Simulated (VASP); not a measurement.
Input of a VASP 6.6.1 run:

INCAR

```
SYSTEM = ReSe3
ALGO = Normal
EDIFF = 1E-6
EDIFFG = -0.04
ENCUT = 600
GGA = PE
IBRION = 2
ISIF = 3
ISMEAR = 0
ISPIN = 2
LASPH = .True.
LCHARG = .False.
LMAXMIX = 4
LORBIT = 11
LREAL = .False.
LWAVE = .False.
MAGMOM = 1 0 0 0
NELM = 150
NSW = 90
PREC = Accurate
SIGMA = 0.1
```

File KPOINTS:

```
k-points
0
Gamma
  4 4 4
  0 0 0
```

The input POSCAR:

```
ReSe3
1.0
   -3.0616979700      3.0616979700      3.0616979700
    3.0616979700     -3.0616979700      3.0616979700
    3.0616979700      3.0616979700     -3.0616979700
Re Se
1 3
Direct
    0.0000000000      0.0000000000      0.0000000000
    0.0000000000      0.5000000000      0.5000000000
    0.5000000000      0.0000000000      0.5000000000
    0.5000000000      0.5000000000      0.0000000000
```

Potentials or basis: VASP PAW PBE potentials, release 64 (Re, Se).

The run is started by

```bash
$ cat potpaw_PBE.64/Re/POTCAR potpaw_PBE.64/Se/POTCAR > POTCAR
$ mpirun -np 1 vasp_std > vasp.out
```

(1) What does it give for the band gap on the k mesh?

(2) Estimate the net moment.

(3) What does it give for the relaxed volume?

(4) Estimate the relaxed cell.

Results:

(1) none (metal or under the smearing width).

(2) 1.26 μB per cell.

(3) 18.82 Å³/atom.

(4) a = 4.607 Å, b = 4.607 Å, c = 4.607 Å, α = 109.47°, β = 109.47°, γ = 109.47°.

Caveat: the k mesh is coarse (spacing up to 0.36 Å⁻¹), so the values aren't converged; the volume moved by over 15 % at a fixed basis, so the end points are rough.
